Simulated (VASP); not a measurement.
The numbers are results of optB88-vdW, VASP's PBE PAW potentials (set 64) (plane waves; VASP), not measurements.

A VASP calculation is set up with these files.

### POSCAR
```
BP
2.2762330
  0.0000000000   0.9999999609   0.9999999609
  0.9999999609   0.0000000000   0.9999999609
  0.9999999609   0.9999999609   0.0000000000
B P
1 1
Cartesian
  0.0000000000   0.0000000000   0.0000000000
  0.4999999804   0.4999999804   0.4999999804
```

File KPOINTS:
```
k-points along high-symmetry lines
15
Line-mode
Reciprocal
  0.000000   0.000000   0.000000 ! GAMMA
 -0.500000  -0.500000   0.000000 ! X

 -0.500000  -0.500000   0.000000 ! X
 -0.375000  -0.375000   0.250000 ! U

 -0.375000   0.000000   0.375000 ! K
  0.000000   0.000000   0.000000 ! GAMMA

  0.000000   0.000000   0.000000 ! GAMMA
 -0.000000  -0.000000   0.500000 ! L

 -0.000000  -0.000000   0.500000 ! L
 -0.500000  -0.250000   0.250000 ! W

 -0.500000  -0.250000   0.250000 ! W
 -0.500000  -0.500000   0.000000 ! X
```

**INCAR**
```
! general
SYSTEM   = BP
PREC     = Accurate
ENCUT    = 520   ! plane-wave cut-off (eV)
LREAL    = F
LASPH    = T
ICHARG   = 11

! electronic loop
EDIFF    = 1E-7   ! SCF stop (eV)
NELM     = 100
ALGO     = Normal   ! blocked Davidson

! smearing
ISMEAR   = 0
SIGMA    = 0.05   ! width (eV)

! functional
GGA      = BO
LUSE_VDW = T
AGGAC    = 0.0
PARAM1   = 0.1833333333
PARAM2   = 0.22

! output
LWAVE    = F
LCHARG   = F
LORBIT   = 11   ! lm-projected
```

POTCAR, in this order: B P (PBE.64 set). Program: vasp_std. Read from the step before: CHGCAR.

What VASP printed:

OUTCAR:
```
 ion  position               nearest neighbor table
   1  0.000  0.000  0.000-   2 1.97   2 1.97   2 1.97   2 1.97
   2  0.250  0.250  0.250-   1 1.97   1 1.97   1 1.97   1 1.97
  LATTYP: Found a face centered cubic cell.
 ALAT       =     4.5524658218
 Subroutine PRICEL returns:
 Original cell was already a primitive cell.
 Subroutine GETGRP returns: Found 24 space group operations
The static configuration has the point symmetry T_d .
The dynamic configuration has the point symmetry T_d .
 Subroutine INISYM returns: Found 24 space group operations
   k-points           NKPTS =     90   k-points in BZ     NKDIM =     90   number of bands    NBANDS=      8
   number of dos      NEDOS =    301   number of ions     NIONS =      2
   total plane-waves  NPLWV =  13824
   dimension x,y,z NGX =    24 NGY =   24 NGZ =   24
   dimension x,y,z NGXF=    48 NGYF=   48 NGZF=   48
   ions per type =               1   1
   PREC   = accura    normal or accurate (medium, high low for compatibility)
   ISTART =      0    job   : 0-new  1-cont  2-samecut
   ICHARG =     11    charge: 1-file 2-atom 10-const
   ISPIN  =      1    spin polarized calculation?
   LNONCOLLINEAR =      F non collinear calculations
   LSORBIT =      F    spin-orbit coupling
   INIWAV =      1    electr: 0-lowe 1-rand  2-diag
   ENCUT  =  520.0 eV  38.22 Ry    6.18 a.u.   5.99  5.99  5.99*2*pi/ulx,y,z
   NELM   =    100;   NELMIN=  2; NELMDL= -5     # of ELM steps
   EDIFF  = 0.1E-06   stopping-criterion for ELM
   LREAL  =      F    real-space projection
   NLSPLINE    = F    spline interpolate recip. space projectors
   LMAXMIX     =    2 max onsite mixed and CHGCAR
   VOSKOWN=      0    Vosko Wilk Nusair interpolation
   EDIFFG = 0.1E-05   stopping-criterion for IOM
   NSW    =      0    number of steps for IOM
   NBLOCK =      1;   KBLOCK =      1    inner block; outer block
   IBRION =     -1    ionic relax: 0-MD 1-quasi-New 2-CG
   NFREE  =      0    steps in history (QN), initial steepest desc. (CG)
   ISIF   =      2    stress and relaxation
   ISYM   =      2    0-nonsym 1-usesym 2-fastsym
   TEIN   =    0.0    initial temperature
   TEBEG  =    0.0;   TEEND  =   0.0 temperature during run
   SMASS  =  -3.00    Nose mass-parameter (am)
   PSTRESS=    0.0 pullay stress
   NELECT =       8.0000    total number of electrons
   EFERMI =   0.00;   METHOD = LEGACY
   ISMEAR =     0;   SIGMA  =   0.05  broadening in eV -4-tet -1-fermi 0-gaus
   IALGO  =     38    algorithm
   LDIAG  =      T    sub-space diagonalisation (order eigenvalues)
   IMIX   =      4    mixing-type and parameters
     AMIX     =   0.40;   BMIX     =  1.00
     AMIX_MAG =   1.60;   BMIX_MAG =  1.00
     AMIN     =   0.10
   GGA     = BO    functional components
   VOSKOWN =     0    Vosko Wilk Nusair interpolation
   LHFCALC =     F    Hartree Fock is set to
   LHFONE  =     F    Hartree Fock one center treatment
   AEXX    =    0.0000 exact exchange contribution
   LUSE_VDW   =     T    switch on vdW DFT
   IVDW    =     0    specifies the selected vdW correction
   LEPSILON=     F    determine dielectric tensor
   LRPA    =     F    only Hartree local field effects (RPA)
  energy-cutoff  :      520.00
  volume of cell :       23.59
      direct lattice vectors                 reciprocal lattice vectors
     0.000000000  2.276232911  2.276232911    -0.219661177  0.219661177  0.219661177
     2.276232911  0.000000000  2.276232911     0.219661177 -0.219661177  0.219661177
     2.276232911  2.276232911  0.000000000     0.219661177  0.219661177 -0.219661177
 k-point     1 :   0.0000 0.0000 0.0000  plane waves:     609
 k-point     2 :  -0.0357-0.0357 0.0000  plane waves:     617
 k-point     3 :  -0.0714-0.0714 0.0000  plane waves:     625
 k-point     4 :  -0.1071-0.1071 0.0000  plane waves:     625
 k-point     5 :  -0.1429-0.1429 0.0000  plane waves:     629
 k-point     6 :  -0.1786-0.1786 0.0000  plane waves:     633
 k-point     7 :  -0.2143-0.2143 0.0000  plane waves:     641
 k-point     8 :  -0.2500-0.2500 0.0000  plane waves:     632
 k-point     9 :  -0.2857-0.2857 0.0000  plane waves:     636
...
```

**OSZICAR**
```
       N       E                     dE             d eps       ncg     rms          rms(c)
DAV:   1     0.158761007767E+02    0.15876E+02   -0.41705E+03  1440   0.897E+02
DAV:   2    -0.857410215365E+01   -0.24450E+02   -0.23001E+02  2232   0.111E+02
DAV:   3    -0.887692460969E+01   -0.30282E+00   -0.30282E+00  1808   0.160E+01
DAV:   4    -0.887766833655E+01   -0.74373E-03   -0.74373E-03  2280   0.766E-01
DAV:   5    -0.887766932454E+01   -0.98799E-06   -0.98773E-06  1816   0.165E-02
DAV:   6    -0.887766933296E+01   -0.84277E-08   -0.84090E-08  2328   0.886E-04
   1 F= -.88776693E+01 E0= -.88776693E+01  d E =-.859526E-11
```

OUTCAR:
```
 val. band max:        7.1997833552   @ k =   0.0000   0.0000   0.0000

 cond. band min:       8.6169100221   @ k =  -0.3929  -0.3929   0.0000



 k-point     1 :       0.0000    0.0000    0.0000
  band No.  band energies     occupation
      1      -8.0735      2.00000
      2       7.1998      2.00000
      3       7.1998      2.00000
      4       7.1998      2.00000
      5      10.7018      0.00000
      6      10.7018      0.00000
      7      10.7018      0.00000
      8      14.4873      0.00000

 k-point     2 :      -0.0357   -0.0357    0.0000
  band No.  band energies     occupation
      1      -8.0432      2.00000
      2       7.0684      2.00000
      3       7.0684      2.00000
      4       7.0912      2.00000
      5      10.6397      0.00000
      6      10.8670      0.00000
      7      10.8670      0.00000
      8      14.5745      0.00000

 k-point     3 :      -0.0714   -0.0714    0.0000
  band No.  band energies     occupation
      1      -7.9523      2.00000
      2       6.7341      2.00000
      3       6.7341      2.00000
      4       6.7819      2.00000
      5      10.4708      0.00000
      6      11.3022      0.00000
      7      11.3022      0.00000
      8      14.7744      0.00000

 k-point     4 :      -0.1071   -0.1071    0.0000
  band No.  band energies     occupation
      1      -7.8012      2.00000
      2       6.2991      2.00000
      3       6.2991      2.00000
      4       6.3108      2.00000
      5      10.2320      0.00000
      6      11.9038      0.00000
      7      11.9038      0.00000
      8      14.8864      0.00000

 k-point     5 :      -0.1429   -0.1429    0.0000
  band No.  band energies     occupation
      1      -7.5906      2.00000
      2       5.7206      2.00000
      3       5.8329      2.00000
      4       5.8329      2.00000
      5       9.9582      0.00000
      6      12.6003      0.00000
      7      12.6003      0.00000
      8      14.6114      0.00000
...
```

The density is held fixed in this step, so its total energy and stress have no physical meaning.

The compound is BP in the zinc blende structure. It was relaxed first.
